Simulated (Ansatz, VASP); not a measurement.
# Si54SN71 (S_N): VASP beside Ansatz, part 2 of 2

Aim: how closely do two programs agree when they are given the same cell, functional and k mesh? The structure shown is the start of the Ansatz relaxation below; VASP solves that cell, so the two are compared at the walk's first step.

VASP 6.6.1 and Ansatz 0.2.0.

So far: The structure; Ansatz: relaxation, PBEsol.

## (3) VASP: single point, PBEsol, start cell

Level of this step: PBEsol, spin-polarised from a ferromagnetic start; plane waves and PAW (Si, N, S) (VASP).

The same cell, functional and mesh now go to VASP, with its own data sets.

Lines of VASP's logs that name or quote its potential files are left out, and so is its time.

The input, INCAR:

```
SYSTEM = Si54SN71
PREC = Accurate
ENCUT = 520
EDIFF = 1E-06
NELM = 200
ISMEAR = 0
SIGMA = 0.01
LREAL = Auto
ALGO = Normal
GGA = PS
NBANDS = 384
ISPIN = 2
MAGMOM = 0 0 0 0 0 0 0 0 0 0 0 0.01 0 0 0 0 0 0 0 0 0 0 0 0 0 0 0 0 0 0 0 0.03 0 0 0.02 0 0 0 0 0 0 0 0 0 0 0 0 0.01 0 0 0 0 0.02 0 0 0 0 0 -0 -0 0 0 0 0 -0 0 0 0 -0 -0 0 0 0 0 -0 0 0.01 0 0 0 0 0 -0 0.01 0 0 0 0 0 0 0 0.01 -0 0 0 0 -0 0 0.01 0 0 0 0 0 0 -0 0.01 0 0 0 0 0 0 0 0.01 -0 0 0 0 -0 -0 0.01 0 0.01 0 0.05
LORBIT = 11
LWAVE = .FALSE.
LCHARG = .FALSE.
ISIF = 2
ISYM = 0
NUPDOWN = 1
LASPH = .TRUE.
GGA_COMPAT = .FALSE.
NCORE = 4
```

The input, POSCAR:

```
Si54SN71
1.0
   11.4366858822      6.6029736727      0.0000000000
  -11.4366858822      6.6029736727      0.0000000000
    0.0000000000      0.0000000000      8.7307673276
Si N S
54 71 1
Direct
    0.0158765572      0.8068450330      0.2496021161
    0.3542838549      0.4739332895      0.2554026372
[... 9 atom lines left out ...]
    0.8618935087      0.5490423002      0.2543956237
[... 1 atom line left out ...]
    0.4554741199      0.3117856408      0.2471763270
[... 2 atom lines left out ...]
    0.6464386338      0.5227994069      0.0847455868
[... 2 atom lines left out ...]
    0.3509963924      0.4690751797      0.5851113434
[... 2 atom lines left out ...]
    0.5472554163      0.6876465240      0.4220437748
    0.8813249698      0.3560694839      0.4205152723
[... 1 atom line left out ...]
    0.4758454298      0.1226696023      0.4123264159
    0.8048134750      0.7841507584      0.4209248583
    0.1934357369      0.2118799788      0.5778358088
[... 1 atom line left out ...]
    0.8560550673      0.5455411617      0.5842013432
[... 1 atom line left out ...]
    0.4520301590      0.3094983961      0.5831291580
[... 2 atom lines left out ...]
    0.6437671735      0.5227670854      0.4158002228
[... 2 atom lines left out ...]
    0.3533906825      0.4771878222      0.9155899705
[... 2 atom lines left out ...]
    0.5468311964      0.6826946813      0.7503437847
[... 2 atom lines left out ...]
    0.4688988250      0.1186982475      0.7504647363
    0.8054303388      0.7896953609      0.7526747368
[... 2 atom lines left out ...]
    0.8609498747      0.5491387402      0.9209042800
[... 1 atom line left out ...]
    0.4528246202      0.3109545875      0.9208985532
[... 2 atom lines left out ...]
    0.6436034193      0.5268763347      0.7517119348
[... 2 atom lines left out ...]
    0.3290169535      0.3309956736      0.2508686714
[... 3 atom lines left out ...]
    0.6695134814      0.6652283239      0.0829409344
[... 7 atom lines left out ...]
    0.4586781265      0.2408519987      0.0835777627
[... 6 atom lines left out ...]
    0.7861511444      0.5408565697      0.0877135962
[... 1 atom line left out ...]
    0.5781001223      0.4569910865      0.2471448292
[... 1 atom line left out ...]
    0.9998112609      0.6700959989      0.5854139514
    0.3357772256      0.3376555670      0.5825864794
[... 3 atom lines left out ...]
    0.6635563255      0.6675846778      0.4181506462
    0.2114120939      0.4522069385      0.5841440745
    0.5464030838      0.1206504619      0.5788776416
    0.8831848097      0.7928701844      0.5799040119
[... 1 atom line left out ...]
    0.4235607645      0.5465186751      0.4223801714
    0.7560068176      0.2162417962      0.4193664615
[... 1 atom line left out ...]
    0.4553399356      0.2391692700      0.4143624339
[... 1 atom line left out ...]
    0.2122285672      0.0895510701      0.5790649104
    0.5417992160      0.7536837624      0.5871748505
    0.8791828091      0.4216276175      0.5838567000
[... 2 atom lines left out ...]
    0.7908706636      0.5451372379      0.4163844784
[... 3 atom lines left out ...]
    0.3369634881      0.3356165070      0.9197784912
[... 3 atom lines left out ...]
    0.6672557586      0.6632270565      0.7505476614
[... 4 atom lines left out ...]
    0.4213354316      0.5479096870      0.7464629116
[... 2 atom lines left out ...]
    0.4560885945      0.2397486491      0.7532281818
[... 6 atom lines left out ...]
    0.7907169537      0.5466208031      0.7494678021
[... 1 atom line left out ...]
    0.5740744818      0.4489529199      0.9179429138
[... 1 atom line left out ...]
    0.5739272131      0.4547050875      0.5855918281
```

The input, KPOINTS:

```
Points of the shifted mesh
1
Reciprocal
 0.2500000000  0.2500000000  0.2500000000 1
```

Potentials, in the order of the species: Si, N and S (PBE family, release 64).

The run is started by

```
$ mpirun -np 16 vasp_std
```

Numbers of over 12 decimals in the logs are rounded to 6 here.

Log:

```text
[banner, memory and clock lines left out]
running   16 mpi-ranks, on    1 nodes
[...]
|                                                                             |
|               ----> ADVICE to this user running VASP <----                  |
|                                                                             |
|     You enforced a specific xc type in the INCAR file but a different       |
|     [... a line on the potential file left out ...]
|     I HOPE YOU KNOW WHAT YOU ARE DOING!                                     |
|                                                                             |

 LDA part: xc-table for (Slater+PW92), standard interpolation
 POSCAR, INCAR and KPOINTS ok, starting setup
[...]
entering main loop
       N       E                     dE             d eps       ncg     rms          rms(c)
DAV:   1     0.273232839014E+04    0.27323E+04   -0.28462E+05  1544   0.139E+03
DAV:   2    -0.936232910459E+03   -0.36686E+04   -0.35205E+04  1880   0.300E+02
DAV:   3    -0.119979313373E+04   -0.26356E+03   -0.26129E+03  1872   0.822E+01
DAV:   4    -0.120572513255E+04   -0.59320E+01   -0.59046E+01  1944   0.126E+01
[...]
DAV:  18    -0.106335941847E+04   -0.39107E-05   -0.20678E-06  1304   0.281E-03    0.147E-02
DAV:  19    -0.106335942564E+04   -0.71675E-05   -0.87967E-06  1520   0.438E-03    0.936E-03
DAV:  20    -0.106335942626E+04   -0.61787E-06   -0.84978E-07  1304   0.217E-03
   1 F= -.10633594E+04 E0= -.10633594E+04  d E =-.856324E-37  mag=     1.0000
```

OUTCAR, selected parts (step 3):

```text
 magnetization (x)
# of ion       s       p       d       tot
------------------------------------------
    1        0.000   0.000   0.000   0.000
    2        0.000   0.000   0.000   0.000
    3        0.000   0.000   0.000   0.000
    4        0.000   0.000   0.000   0.000
    5       -0.000   0.000   0.000   0.000
    6        0.000   0.000   0.000   0.001
[...]
124        0.011   0.017   0.000   0.028
  125        0.000   0.000   0.000   0.000
  126       -0.002  -0.006   0.000  -0.008
--------------------------------------------------
tot          0.111   0.213   0.000   0.324
```

The run ends at a pressure of 4.74 GPa, with forces up to 15 eV/Å.

## (4) Comparison

Known differences besides the potentials themselves: VASP starts from the moments at which Ansatz ended; fixed occupations in Ansatz, narrow Gaussian smearing in VASP; the cutoff is 420 eV in Ansatz and 520 eV in VASP (PREC = Accurate, projectors in real space); Ansatz makes its cores anew for this functional, VASP keeps those of its PBE data sets. Total energies have different zeros and are not compared.

Forces on 7 of the 126 atoms, those with the largest forces and the largest differences (eV/Å; atoms numbered as in POSCAR):

```tsv
atom	Ansatz x, y, z	VASP x, y, z
Si32	1.489, -13.334, 0.055	1.479, -13.265, 0.052
Si35	0.047, 9.447, -10.785	0.053, 9.411, -10.678
Si51	-2.438, 2.396, 1.260	-2.455, 2.403, 1.251
Si53	2.396, 8.455, 12.344	2.426, 8.396, 12.233
N56	1.340, 3.189, 0.034	1.347, 3.211, 0.034
N80	2.308, -2.605, -0.023	2.317, -2.617, -0.023
S126	-0.679, -3.012, -0.816	-0.670, -2.978, -0.803
```

The forces differ by 13 meV/Å r.m.s., which is 0.8 % of the r.m.s. force of 1.670 eV/Å (both taken over all components). Moments aren't recorded for both runs of this pair, so they may hold unlike magnetic states.

## (5) Summary of results

```json
{"r.m.s. force difference (single point, PBEsol, start cell)": "0.79 % of the r.m.s. force"}
```

What this shows: The r.m.s. force difference is 0.79 % of the r.m.s. force (single point, PBEsol, start cell), within the 3 % picked in this series as the mark of a large difference. 1 further run of this series is not shown here. How closely two codes agree says nothing of how well the functional describes the real material.

[Lines on the potential files, build, host, timing and source positions are cut from VASP's logs without a mark.]

[Logs are printed without paths, hosts, clocks, repeated set-up lines and the standing remarks that a program may print on its own settings, such as how far it seeks lower states.]

[Hosts, paths, dates, database ids (printed as entryN), source tags and the programs' standing remarks are cut or masked in the printed files.]
